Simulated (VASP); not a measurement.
MgB2Te4:

```
Mg B Te
1.0
     6.17306    0.00000    0.00000
    -3.08653    5.34603    0.00000
     0.00000    0.00000    6.16961
Mg B Te
1 2 4
Direct
  0.00000 0.00000 0.00000
  0.00000 0.00000 0.68445
  0.00000 0.00000 0.31555
  0.33333 0.66667 0.00000
  0.66667 0.33333 0.00000
  0.33333 0.66667 0.50000
  0.66667 0.33333 0.50000
```

The cell was built by a generator and needn't be a form met in nature.

The cell isn't the ideal one: random cell by space group and Wyckoff sites (P6/mmm, No. 191).

* Program: VASP 6.6.1
* Task: relaxation of cell and atoms
* Functional: PBE
* Potentials or basis: VASP PAW PBE potentials, release 64 (Mg, B, Te)
* Cutoff: 600 eV
* k mesh: 3 × 3 × 4
* Occupations: gaussian, width 0.1 eV
* Spin: no spin polarisation

At the start: pressure -1.9 GPa; volume 29.09 Å³/atom.

Q: How do energy, volume and symmetry change on relaxing?

A: Over 12 steps the energy falls by 514.2 meV/atom and the volume is 24.01 Å³/atom (-17.4 %); space group P6/mmm (No. 191, to 0.05 Å).

Step by step:
```
step  energy change (eV)  largest force (eV/Å)  pressure (GPa)  volume (Å³)
   1              0.0000                7.6288           -1.90       203.61
   2             -3.0700                1.1722           -5.19       192.97
   3             -3.1065                0.2079           -5.41       194.13
   4             -3.2289                4.7065            2.07       168.22
   5             -3.4435                1.9867           -1.86       178.63
   6             -3.5439                1.1444            1.25       165.26
   7             -3.5869                0.0963           -0.07       169.93
   8             -3.5973                0.1640           -0.34       169.31
   9             -3.5973                0.1663           -0.35       169.29
  10             -3.5985                0.1631            0.02       168.07
  11             -3.5989                0.0529           -0.09       168.46
  12             -3.5991                0.0009            0.01       168.08
```

Final structure:
```cif
data_structure
_symmetry_space_group_name_H-M 'P 1'
_symmetry_Int_Tables_number 1
_cell_length_a 5.6126
_cell_length_b 5.6126
_cell_length_c 6.1612
_cell_angle_alpha 90.000
_cell_angle_beta 90.000
_cell_angle_gamma 120.000
_cell_volume 168.08
loop_
_atom_site_label
_atom_site_type_symbol
_atom_site_fract_x
_atom_site_fract_y
_atom_site_fract_z
_atom_site_occupancy
Mg1 Mg 0.00000 0.00000 0.00000 1
B1 B 0.00000 0.00000 0.63170 1
B2 B 0.00000 0.00000 0.36830 1
Te1 Te 0.33333 0.66667 0.00000 1
Te2 Te 0.66667 0.33333 0.00000 1
Te3 Te 0.33333 0.66667 0.50000 1
Te4 Te 0.66667 0.33333 0.50000 1
```

Caveat: the k mesh is coarse (spacing up to 0.39 Å⁻¹), so the values aren't converged; the volume moved by over 15 % at a fixed basis, so the end points are rough.
